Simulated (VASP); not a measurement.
Write the native input for VASP 6.6.1 that does the following.

| Item | Value |
| --- | --- |
| Task | relaxation of cell and atoms |
| Functional | PBE |
| Potentials or basis | VASP PAW PBE potentials, release 64 (Sb, Bi_d, O) |
| Cutoff | 520 eV |
| k mesh | 10 × 10 × 4 |
| Occupations | gaussian, width 0.1 eV |
| Spin | no spin polarisation |
| Further INCAR settings | ALGO = Normal; EDIFF = 1e-06; IBRION = 2; EDIFFG = -0.01; NSW = 90; ISIF = 3 |

The structure of Bi3SbO3 lies in POSCAR:

```
Bi3SbO3
1.0
    3.8059598700      0.0000000000      0.0000000000
   -1.9029799300      3.2960579300      0.0000000000
    0.0000000000      0.0000000000     11.7500000000
Sb Bi O
1 3 3
Direct
    0.0000000000      0.0000000000      0.5802553200
    0.0000000000      0.0000000000      0.8678297900
    0.6666666700      0.3333333300      0.1258723400
    0.3333333300      0.6666666700      0.4165957400
    0.6666666700      0.3333333300      0.7994042600
    0.0000000000      0.0000000000      0.2059574500
    0.3333333300      0.6666666700      0.0040851100
```

The cell was built by a generator and needn't be a form met in nature.

One way to write it, as run:

INCAR

```
SYSTEM = Bi3SbO3
ALGO = Normal ; EDIFF = 1E-6
EDIFFG = -0.01 ; ENCUT = 520
GGA = PE ; IBRION = 2
ISIF = 3 ; ISMEAR = 0
KPAR = 4 ; LASPH = .True.
LCHARG = .False. ; LREAL = .False.
LWAVE = .False. ; NELM = 120
NSW = 90 ; PREC = Accurate
SIGMA = 0.1
```

KPOINTS

```
k-points
0
Gamma
  10 10 4
  0 0 0
```

Potentials or basis: VASP PAW PBE potentials, release 64 (Sb, Bi_d, O).

Run with:

```console
$ cat potpaw_PBE.64/Sb/POTCAR potpaw_PBE.64/Bi_d/POTCAR potpaw_PBE.64/O/POTCAR > POTCAR
$ mpirun -np 4 vasp_std > vasp.out
```

It gave:

```yaml
Relaxed_volume: 22.00 Å³/atom
Relaxed_cell: a = 3.777 Å, b = 3.777 Å, c = 12.463 Å, α = 90.00°, β = 90.00°, γ = 120.00°
Space_group_after_relaxing_to_0.05_Å: P3m1 (No. 156)
Energy_gained_by_relaxing: 5.6 meV/atom
Ionic_steps: 24
Pressure_after_relaxing: 0.0 GPa
Largest_force_after_relaxing: 0.010 eV/Å
Band_gap_on_the_k_mesh: none (metal or under the smearing width)
```

Caveat: spin-orbit coupling is left out, which moves the levels of the heavy elements.

It took 12 min on 4 MPI ranks on Intel(R) Xeon(R) 6975P-C (Granite Rapids) (shared host), peak memory 0.43 GiB a rank.
